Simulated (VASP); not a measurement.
Here is the system:

```yaml
crystal:
  lattice:
    - [-2.51000, 2.51000, 2.51000]
    - [2.51000, -2.51000, 2.51000]
    - [2.51000, 2.51000, -2.51000]
  atoms:
    - { symbol: Ba, position: [0.00000, 0.00000, 0.00000] }
```

Computed with PBE GGA, VASP's PBE PAW potentials (set 64) (plane waves; VASP). Settings: 400 eV cut-off, 8×8×8 Γ-centred mesh, first-order Methfessel-Paxton smearing of 0.10 eV, potentials Ba_sv.

Unless said otherwise, spin-orbit coupling is left out, though it shifts the bands of the heavy elements here.

Question: Predict the energy per atom (σ→0), band gap (on the k-mesh) with the smallest direct gap where there is one.

Answer: 
```
Item                                                         Value
------------------------  ----------------------------------------
band gap (on the k-mesh)  none (metal, semimetal or under 0.01 eV)
energy per atom (σ→0)                               -1912 meV/atom
```

Only differences to runs with the same potentials and settings are physical.

The compound is Ba in the bcc structure. The cell was not relaxed at this level.
